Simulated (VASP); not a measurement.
Input:

```yaml
crystal:
  lattice:
    - [0.00000, 2.97872, 2.97872]
    - [2.97872, 0.00000, 2.97872]
    - [2.97872, 2.97872, 0.00000]
  atoms:
    - { symbol: In, position: [0.00000, 0.00000, 0.00000] }
    - { symbol: P, position: [0.25000, 0.25000, 0.25000] }
```

Level of theory: PBE GGA, VASP's PBE PAW potentials (set 64) (plane waves; VASP). Numerical set-up: 520 eV cut-off, Gaussian smearing of 0.050 eV, potentials In_d P.

Unless said otherwise, spin-orbit coupling is left out, though it shifts the bands of the heavy elements here.

Give the energies of bands 7 to 12 at the high-symmetry points, in eV from the valence-band maximum.

| band | Γ | X | U | L | W |
|---|---|---|---|---|---|
| 7 | 0.00 | -5.54 | -5.41 | -5.48 | -5.41 |
| 8 | 0.00 | -2.16 | -3.08 | -0.90 | -2.75 |
| 9 | 0.00 | -2.16 | -1.80 | -0.90 | -2.70 |
| 10 | 0.44 | 1.84 | 2.38 | 1.38 | 4.18 |
| 11 | 4.09 | 2.26 | 4.29 | 4.80 | 4.29 |
| 12 | 4.09 | 8.91 | 7.37 | 4.80 | 5.45 |

The gap is direct, 0.44 eV, from the valence maximum at Γ to the conduction minimum at Γ.

Measured: gap 1.47 eV (computed value off by -1.03 eV), as given by Wei Chen et al., Physical Review Materials (2018), doi:10.1103/physrevmaterials.2.073803 [zero-point renormalisation of 0.05 eV added back (the table's ZPR column)].

The compound is InP in the zinc blende structure. It was relaxed first.
